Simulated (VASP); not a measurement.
VASP runs on CdO (space group Fm-3m) share one base input (PBEsol GGA, plane waves, VASP's PBE PAW potentials (set 64)) and change the settings named in each case.

KPOINTS:
```
Automatic mesh
0
Gamma
6 6 6
0 0 0
```

### POSCAR
```
CdO
3.3234020
  0.0000000000   0.7071067539   0.7071067539
  0.7071067539   0.0000000000   0.7071067539
  0.7071067539   0.7071067539   0.0000000000
Cd O
1 1
Direct
  0.0000000000   0.0000000000   0.0000000000
  0.5000000000   0.5000000000   0.5000000000
```

INCAR:
```
! general
SYSTEM  = CdO
PREC    = Accurate
ENCUT   = 400
LREAL   = .False.
LASPH   = .True.

! electronic loop
EDIFF   = 1E-6
NELM    = 100
ALGO    = Normal
LMAXMIX = 4   ! l cut-off of mixed one-centre charges

! smearing
ISMEAR  = -1   ! Fermi-Dirac
SIGMA   = 0.02

! functional
GGA     = PS

! ions
ISIF    = 2   ! forces and stress, cell fixed

! output
LWAVE   = .False.
LCHARG  = .False.
```

POTCAR, in this order: Cd O (PBE.64 set). Program: vasp_std.

| change | E(σ→0) (eV/atom) | pressure (GPa) | −TS (eV) |
|---|---|---|---|
| base run | -4.2564 | -4.12 | -0.0006 |
| GGA removed, POTCAR Cd O (LDA.64 set) | -4.6710 | -9.04 | -0.0006 |
| GGA_COMPAT = .FALSE., LNONCOLLINEAR = .TRUE., LSORBIT = .TRUE., MAGMOM = 0.0 0.0 0.0 0.0 0.0 0.0, program vasp_ncl | -4.2691 | -4.15 | -0.0006 |
| KPOINTS 5×5×5 Γ-centred mesh | -4.2545 | -3.98 | -0.0014 |
 Energies of different potentials or functionals have different zeros.  At 400 eV the pressure can carry a Pulay error.

Left out are runs that ran out of time, are held back, or changed the cell or the kind of run, fixed moments of cells without a moment, rows past the twelfth, gaps on odd meshes, pressures of charged cells and columns that move by less than the noise.

The structure is a typed CdO crystal (Fm-3m). The cell was not relaxed at this level.
